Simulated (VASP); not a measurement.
A convergence study with VASP on NbRh₃ (space group Pm-3m): one setting is varied, all else stays as given below, so the limit is that of these other settings. Each run relaxes cell and ions from the cell shown.

```
CELL_PARAMETERS angstrom
      3.79941     0.00000     0.00000
      0.00000     3.79941     0.00000
      0.00000     0.00000     3.79941
ATOMIC_POSITIONS crystal
  Nb 0.00000 0.00000 0.00000
  Rh 0.00000 0.50000 0.50000
  Rh 0.50000 0.00000 0.50000
  Rh 0.50000 0.50000 0.00000
```

These are PBEsol GGA, VASP's PBE PAW potentials (set 64) (plane waves; VASP) values and carry that method's errors. The tightest run used: 550 eV cut-off, 12×12×12 Γ-centred mesh, first-order Methfessel-Paxton smearing of 0.10 eV, potentials Nb_sv Rh_pv.

### Question
The settings run are 2×2×2 mesh; 3×3×3 mesh; 4×4×4 mesh; 5×5×5 mesh; 6×6×6 mesh; 7×7×7 mesh; 8×8×8 mesh; 9×9×9 mesh; 10×10×10 mesh; 11×11×11 mesh; 12×12×12 mesh. From which on does the relaxed volume stay within 0.02 Å³/atom of the tightest run?

### Answer
From 4×4×4 mesh on: it is off by 0.009 there and by no more than 0.02 in any finer run, while 3×3×3 mesh is off by 0.033.
| setting | relaxed volume (Å³/atom) | E (eV/atom) | irreducible k-points | difference judged (Å³/atom) |
|---|---|---|---|---|
| 2×2×2 mesh | 14.267 | -9.2452 | 4 | 0.061 |
| 3×3×3 mesh | 14.239 | -9.3652 | 4 | 0.033 |
| 4×4×4 mesh | 14.196 | -9.4044 | 10 | 0.009 |
| 5×5×5 mesh | 14.215 | -9.3782 | 10 | 0.010 |
| 6×6×6 mesh | 14.212 | -9.3860 | 20 | 0.007 |
| 7×7×7 mesh | 14.205 | -9.3880 | 20 | 0.000 |
| 8×8×8 mesh | 14.205 | -9.3884 | 35 | 0.001 |
| 9×9×9 mesh | 14.209 | -9.3895 | 35 | 0.003 |
| 10×10×10 mesh | 14.205 | -9.3894 | 56 | 0.000 |
| 11×11×11 mesh | 14.205 | -9.3892 | 56 | 0.001 |
| 12×12×12 mesh | 14.205 | -9.3897 | 84 | 0.000 |

Left out are rungs that failed or repeat a setting and relaxations that didn't move; long series are thinned to 24 rows.

The structure comes from a computed database's NbRh3 entry (Pm-3m); how it stands against other phases isn't given here.
